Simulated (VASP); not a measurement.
Input for VASP

KPOINTS:
```
Regular mesh
0
gamma
15 15 7
0 0 0
```

INCAR:
```
LWAVE=.False.
PREC=Accurate
LCHARG=.True.
LASPH=.True.
LORBIT=11   # lm-projected
ALGO=Normal
SYSTEM=CeMg
ENCUT=400
NELM=100   # most electronic steps
LREAL=.False.   # projection in real space or not
EDIFF=1E-7   # SCF stop (eV)
ISMEAR=-5   # tetrahedra, Bloechl
ISIF=2
NEDOS=601   # DOS grid
GGA=PS   # PBEsol
LMAXMIX=6
```

POSCAR:
```
CeMg
1
    3.0303743246     0.0000000000     0.0000000000
   -1.5151871623     2.6243814046     0.0000000000
    0.0000000000    -0.0000000000     5.9167803631
Ce Mg
1 1
Direct
  0.0000000000   0.0000000000   0.5000000000
  0.6666670000   0.3333330000   0.0000000000
```

POTCAR, in this order: Ce Mg (PBE.64 set). Program: vasp_std.

### Question
Write an equivalent input for Ansatz.

### Answer
One equivalent input (not run):
Ansatz 0.2 input:
```yaml
crystal:
  lattice:
    - [3.0303743, 0.0000000, 0.0000000]
    - [-1.5151872, 2.6243814, 0.0000000]
    - [0.0000000, 0.0000000, 5.9167804]
  atoms:
    - { symbol: Ce, position: [0.0000000, 0.0000000, 0.5000000] }
    - { symbol: Mg, position: [0.6666670, 0.3333330, 0.0000000] }
kpoints:
  mp_grid: { grid: [15, 15, 7] }
hamiltonian:
  xc: pbesol
  pseudopotentials: { kind: paw }
scf:
  occupations: { method: tetrahedron }
  max_iter: 100
output: { forces: true, stress: true, eigenvalues: true }
```
The two are equivalent in intent, not identical: each code has its own PAW files, so the cut-off isn't converted (ENCUT is set for VASP's; basis.ecutwfc is left out, and Ansatz then takes the one that its files recommend); Ansatz stops its SCF on the density residual and VASP on the energy change (EDIFF).

The structure comes from a computed database's CeMg entry (P-6m2); how it stands against other phases isn't given here. It was relaxed first.
